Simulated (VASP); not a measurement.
Output of a VASP run:

OSZICAR:
```
...
   3 F= -.33335543E+02 E0= -.33335543E+02  d E =-.424805E-02
       N       E                     dE             d eps       ncg     rms          rms(c)
DAV:   1    -0.333369884511E+02   -0.14456E-02   -0.27909E-01  1832   0.826E+00    0.261E-01
DAV:   2    -0.333373401223E+02   -0.35167E-03   -0.20227E-02  2424   0.174E+00    0.159E-01
DAV:   3    -0.333366566607E+02    0.68346E-03   -0.21493E-03  2640   0.572E-01    0.291E-02
DAV:   4    -0.333366631574E+02   -0.64967E-05   -0.10392E-04  2112   0.810E-02    0.185E-02
DAV:   5    -0.333366640450E+02   -0.88762E-06   -0.12419E-05  2656   0.364E-02    0.805E-03
DAV:   6    -0.333366643677E+02   -0.32273E-06   -0.25241E-06  2536   0.146E-02    0.166E-03
DAV:   7    -0.333366644357E+02   -0.68025E-07   -0.22166E-07  1344   0.445E-03
   4 F= -.33336664E+02 E0= -.33336664E+02  d E =-.112164E-02
       N       E                     dE             d eps       ncg     rms          rms(c)
DAV:   1    -0.333377973205E+02   -0.11330E-02   -0.50116E-01  1832   0.111E+01    0.350E-01
DAV:   2    -0.333384288076E+02   -0.63149E-03   -0.36367E-02  2416   0.233E+00    0.213E-01
DAV:   3    -0.333371988378E+02    0.12300E-02   -0.38823E-03  2640   0.768E-01    0.386E-02
DAV:   4    -0.333372110644E+02   -0.12227E-04   -0.17815E-04  2096   0.106E-01    0.247E-02
DAV:   5    -0.333372128114E+02   -0.17470E-05   -0.22916E-05  2632   0.488E-02    0.936E-03
DAV:   6    -0.333372131863E+02   -0.37487E-06   -0.45545E-06  2512   0.187E-02    0.228E-03
DAV:   7    -0.333372133092E+02   -0.12295E-06   -0.47478E-07  1800   0.590E-03    0.127E-03
DAV:   8    -0.333372133357E+02   -0.26472E-07   -0.21790E-07  1288   0.501E-03
   5 F= -.33337213E+02 E0= -.33337213E+02  d E =-.167054E-02
       N       E                     dE             d eps       ncg     rms          rms(c)
DAV:   1    -0.333365936555E+02    0.61965E-03   -0.18914E-01  1400   0.298E+00    0.680E-02
DAV:   2    -0.333375407564E+02   -0.94710E-03   -0.97631E-03  2112   0.120E+00    0.435E-02
DAV:   3    -0.333375303391E+02    0.10417E-04   -0.32806E-04  2456   0.187E-01    0.323E-02
DAV:   4    -0.333374963341E+02    0.34005E-04   -0.21100E-04  1952   0.124E-01    0.953E-03
DAV:   5    -0.333374993026E+02   -0.29685E-05   -0.47351E-05  2320   0.685E-02    0.650E-03
DAV:   6    -0.333374997429E+02   -0.44036E-06   -0.13305E-05  2296   0.269E-02    0.464E-03
DAV:   7    -0.333374994299E+02    0.31298E-06   -0.48731E-06  2400   0.185E-02    0.227E-03
DAV:   8    -0.333374994288E+02    0.11628E-08   -0.93960E-07  2120   0.787E-03
   6 F= -.33337499E+02 E0= -.33337499E+02  d E =-.286093E-03
       N       E                     dE             d eps       ncg     rms          rms(c)
DAV:   1    -0.333372994461E+02    0.19998E-03   -0.48743E-02  1400   0.151E+00    0.344E-02
DAV:   2    -0.333375440547E+02   -0.24461E-03   -0.25234E-03  2128   0.611E-01    0.225E-02
DAV:   3    -0.333375408397E+02    0.32150E-05   -0.84442E-05  2440   0.944E-02    0.168E-02
DAV:   4    -0.333375318394E+02    0.90003E-05   -0.56521E-05  2008   0.641E-02    0.520E-03
DAV:   5    -0.333375325790E+02   -0.73954E-06   -0.12538E-05  2352   0.346E-02    0.338E-03
DAV:   6    -0.333375327070E+02   -0.12806E-06   -0.34660E-06  2264   0.137E-02    0.234E-03
DAV:   7    -0.333375326246E+02    0.82403E-07   -0.13054E-06  2016   0.964E-03    0.120E-03
DAV:   8    -0.333375326216E+02    0.30122E-08   -0.13891E-07  1120   0.471E-03
   7 F= -.33337533E+02 E0= -.33337533E+02  d E =-.319286E-03
```

### OUTCAR
```
------------------------ aborting loop because EDIFF is reached ----------------------------------------
  FORCE on cell =-STRESS in cart. coord.  units (eV):
  Direction    XX          YY          ZZ          XY          YZ          ZX
  --------------------------------------------------------------------------------------
  Total        1.7846676      1.7846675      1.7826943     -0.0000000      0.0000000      0.0000000
  in kB       36.7144036     36.7144011     36.6738094     -0.0000000      0.0000000      0.0000000
  external PRESSURE =      36.7008714 kB  Pullay stress =       0.0000000 kB
  volume of cell :       77.88
      direct lattice vectors                 reciprocal lattice vectors
     1.949635820 -3.376868183 -0.000000000     0.256458152 -0.148066188  0.000000000
     1.949635820  3.376868183 -0.000000000     0.256458152  0.148066188 -0.000000000
     0.000000000  0.000000000  5.914715311     0.000000000  0.000000000  0.169069845
 POSITION                                       TOTAL-FORCE (eV/Angst)
 -----------------------------------------------------------------------------------
      1.94964      1.12562      1.43123         0.000000     -0.000000      0.006980
      1.94964     -1.12562      4.48348        -0.000000      0.000000     -0.006980
      0.00000      0.00000      0.00000         0.000000     -0.000000      0.000000
      1.94964      1.12562      3.83659        -0.000000     -0.000000      0.000959
      1.94964     -1.12562      2.07813        -0.000000     -0.000000     -0.000959
 -----------------------------------------------------------------------------------
    total drift:                                0.000000      0.000000      0.000000
  FREE ENERGIE OF THE ION-ELECTRON SYSTEM (eV)
  ---------------------------------------------------
  free  energy   TOTEN  =       -33.3375326216 eV

  energy  without entropy=      -33.3375326216  energy(sigma->0) =      -33.33753262

 reached required accuracy - stopping structural energy minimisation
```
(Selected blocks of OUTCAR.)

**POSCAR**
```
La2O3
1
    1.9393775970    -3.3591004445     0.0000000000
    1.9393775970     3.3591004445     0.0000000000
    0.0000000000     0.0000000000     5.9774518240
La O
2 3
Direct
  0.3333330000   0.6666670000   0.2446140169
  0.6666670000   0.3333330000   0.7553859831
  1.0000000000   1.0000000000   0.0000000000
  0.3333330000   0.6666670000   0.6465339071
  0.6666670000   0.3333330000   0.3534660929
```

Task: Write an INCAR and KPOINTS that could have produced this output.

Result: One answer among several that fit: the input of the run itself, vdW-DF-cx, plane waves, VASP's PBE PAW potentials (set 64).

INCAR:
```
SYSTEM = La2O3
PREC = Accurate; ENCUT = 520; LREAL = .FALSE.
LASPH = .TRUE.
EDIFF = 1E-7; NELM = 100; ALGO = Normal
LMAXMIX = 6
ISMEAR = 0; SIGMA = 0.05
GGA = CX; LUSE_VDW = .TRUE.; AGGAC = 0.0
IBRION = 2; NSW = 30; ISIF = 4
EDIFFG = -0.01
LWAVE = .FALSE.; LCHARG = .FALSE.
```

KPOINTS:
```
Automatic mesh
0
Gamma
7 7 4
0 0 0
```

POTCAR, in this order: La O (PBE.64 set). Program: vasp_std.

The compound is La2O3 in the a-type structure. This cell is one point of a volume scan, at 0.97 of the reference volume. Symmetry was kept, so distortions that lower it aren't found.
